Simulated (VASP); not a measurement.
These are LDA (Ceperley-Alder, Perdew-Zunger), VASP's LDA PAW potentials (set 64) (plane waves; VASP) values and carry that method's errors.

VASP ran on this input.

### POSCAR
```
CuZn
1.0
  2.8721803405   0.0000000000   0.0000000000
  0.0000000000   2.8721803405   0.0000000000
  0.0000000000   0.0000000000   2.8721803405
Zn Cu
1 1
Cartesian
  1.4360901702   1.4360901702   1.4360901702
  2.8721803405   2.8721803405   0.0000000000
```

**KPOINTS**
```
Automatic mesh
0
Gamma
11 11 11
0 0 0
```

**INCAR**
```
SYSTEM = CuZn
PREC = Accurate; ENCUT = 400; LREAL = .False.
LASPH = .True.
EDIFF = 1E-6; NELM = 100; ALGO = Normal
LMAXMIX = 4
ISMEAR = 1; SIGMA = 0.1
IBRION = 2; NSW = 60; ISIF = 3
EDIFFG = -0.01
LWAVE = .False.; LCHARG = .False.
```

POTCAR, in this order: Zn Cu (LDA.64 set). Program: vasp_std.

Output of the run:

### OSZICAR
```
       N       E                     dE             d eps       ncg     rms          rms(c)
DAV:   1     0.100808455835E+03    0.10081E+03   -0.98833E+03  1752   0.217E+03
DAV:   2    -0.526981139889E+01   -0.10608E+03   -0.10339E+03  1694   0.311E+02
DAV:   3    -0.802858783307E+01   -0.27588E+01   -0.27450E+01  2128   0.688E+01
DAV:   4    -0.804571318088E+01   -0.17125E-01   -0.17124E-01  1897   0.472E+00
DAV:   5    -0.804597603851E+01   -0.26286E-03   -0.26286E-03  2366   0.628E-01    0.103E+01
DAV:   6    -0.771592968686E+01    0.33005E+00   -0.17700E+01  1823   0.116E+02    0.588E+00
DAV:   7    -0.681943621955E+01    0.89649E+00   -0.39494E+00  1820   0.113E+02    0.258E+00
DAV:   8    -0.681501663652E+01    0.44196E-02   -0.18105E-01  2059   0.580E+00    0.138E+00
DAV:   9    -0.680316539258E+01    0.11851E-01   -0.16464E-02  2242   0.327E+00    0.981E-02
DAV:  10    -0.680310853726E+01    0.56855E-04   -0.62771E-04  2616   0.420E-01    0.348E-02
DAV:  11    -0.680311178539E+01   -0.32481E-05   -0.38755E-05  2208   0.211E-01    0.791E-03
DAV:  12    -0.680311178796E+01   -0.25630E-08   -0.57228E-06  2013   0.709E-02
   1 F= -.68031118E+01 E0= -.68030556E+01  d E =-.680311E+01
       N       E                     dE             d eps       ncg     rms          rms(c)
DAV:   1    -0.680665431782E+01   -0.35425E-02   -0.46792E-02  1680   0.541E+00    0.456E-01
DAV:   2    -0.680435249267E+01    0.23018E-02   -0.25729E-02  1694   0.442E+00    0.201E-01
DAV:   3    -0.680336821404E+01    0.98428E-03   -0.62583E-03  1737   0.270E+00    0.120E-01
DAV:   4    -0.680321314857E+01    0.15507E-03   -0.35536E-04  2341   0.585E-01    0.477E-02
DAV:   5    -0.680316597713E+01    0.47171E-04   -0.32725E-05  2725   0.107E-01    0.283E-03
DAV:   6    -0.680316600105E+01   -0.23923E-07   -0.16030E-06  1317   0.243E-02
   2 F= -.68031660E+01 E0= -.68031027E+01  d E =-.542131E-04
```

**OUTCAR**
```
------------------------ aborting loop because EDIFF is reached ----------------------------------------
  FORCE on cell =-STRESS in cart. coord.  units (eV):
  Direction    XX          YY          ZZ          XY          YZ          ZX
  --------------------------------------------------------------------------------------
  Total        0.0072182      0.0072182      0.0072182      0.0000000      0.0000000      0.0000000
  in kB        0.4895139      0.4895139      0.4895139      0.0000000      0.0000000      0.0000000
  external PRESSURE =       0.4895139 kB  Pullay stress =       0.0000000 kB
  volume of cell :       23.63
      direct lattice vectors                 reciprocal lattice vectors
     2.869401573 -0.000000000  0.000000000     0.348504723 -0.000000000  0.000000000
     0.000000000  2.869401573  0.000000000     0.000000000  0.348504723 -0.000000000
    -0.000000000  0.000000000  2.869401573    -0.000000000 -0.000000000  0.348504723
 POSITION                                       TOTAL-FORCE (eV/Angst)
 -----------------------------------------------------------------------------------
      1.43470      1.43470      1.43470         0.000000     -0.000000      0.000000
      0.00000      0.00000      0.00000        -0.000000      0.000000      0.000000
 -----------------------------------------------------------------------------------
    total drift:                               -0.000000      0.000000      0.000000
  FREE ENERGIE OF THE ION-ELECTRON SYSTEM (eV)
  ---------------------------------------------------
  free  energy   TOTEN  =        -6.8031660011 eV

  energy  without entropy=       -6.8029761179  energy(sigma->0) =       -6.80310271

 reached required accuracy - stopping structural energy minimisation
```
(Selected blocks of OUTCAR.)

### CONTCAR
```
CuZn
   1.00000000000000
     2.8694015728752897   -0.0000000000000000    0.0000000000000000
     0.0000000000000000    2.8694015728752897    0.0000000000000000
    -0.0000000000000000    0.0000000000000000    2.8694015728752897
  Zn              Cu
     1     1
Direct
     0.5000000000000000    0.5000000000000000    0.5000000000000000
     0.0000000000000000    0.0000000000000000    0.0000000000000000
```

The compound is CuZn in the CsCl type structure. This run relaxes it. Symmetry was kept, so distortions that lower it aren't found. The start is the result of an earlier pass. The electron count is odd and the run is not spin-polarised, which forces a metal.
